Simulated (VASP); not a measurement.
Crystal: SnSe.

```
Sn Se
1.0
    12.07129    0.00000    0.00000
     0.00000    4.29986    0.00000
     0.00000    0.00000    4.50849
Sn Se
4 4
Direct
  0.12440 0.25000 0.09931
  0.37560 0.75000 0.59931
  0.62440 0.25000 0.40069
  0.87560 0.75000 0.90069
  0.35510 0.25000 0.02092
  0.14490 0.75000 0.52092
  0.85510 0.25000 0.47908
  0.64490 0.75000 0.97908
```

The cell isn't the ideal one: a relaxed cell with its volume scaled by 1.04.

* Program: VASP 6.6.1
* Task: relaxation of shape and atoms at fixed volume
* Functional: PBE
* Potentials or basis: VASP PAW PBE potentials, release 64 (Sn, Se)
* Cutoff: 300 eV
* k mesh: 2 × 4 × 4
* Occupations: gaussian, width 0.03 eV
* Spin: no spin polarisation

At the start: pressure -1.7 GPa; volume 29.25 Å³/atom.

Problem. Where does the relaxation end?

Solution. Over 8 steps the energy falls by 3.6 meV/atom; space group Pnma (No. 62, to 0.05 Å).

The path:
| step | energy change (eV) | largest force (eV/Å) | pressure (GPa) |
| --- | --- | --- | --- |
| 1 | 0.0000 | 0.2228 | -1.72 |
| 2 | -0.0127 | 0.1610 | -1.47 |
| 3 | -0.0248 | 0.0395 | -0.95 |
| 4 | -0.0252 | 0.0366 | -0.84 |
| 5 | -0.0283 | 0.0251 | -0.72 |
| 6 | -0.0284 | 0.0220 | -0.73 |
| 7 | -0.0287 | 0.0161 | -0.72 |
| 8 | -0.0289 | 0.0088 | -0.72 |

Final structure:
```
CELL_PARAMETERS angstrom
12.13670 0.00000 0.00000
0.00000 4.26109 0.00000
0.00000 0.00000 4.52499
ATOMIC_POSITIONS crystal
Sn 0.12727 0.25000 0.10419
Sn 0.37273 0.75000 0.60419
Sn 0.62727 0.25000 0.39581
Sn 0.87273 0.75000 0.89581
Se 0.35326 0.25000 0.01727
Se 0.14674 0.75000 0.51727
Se 0.85326 0.25000 0.48273
Se 0.64674 0.75000 0.98273
```

Caveat: this functional lacks dispersion, which binds the layers, so the pressure and a relaxed spacing across them are unreliable.
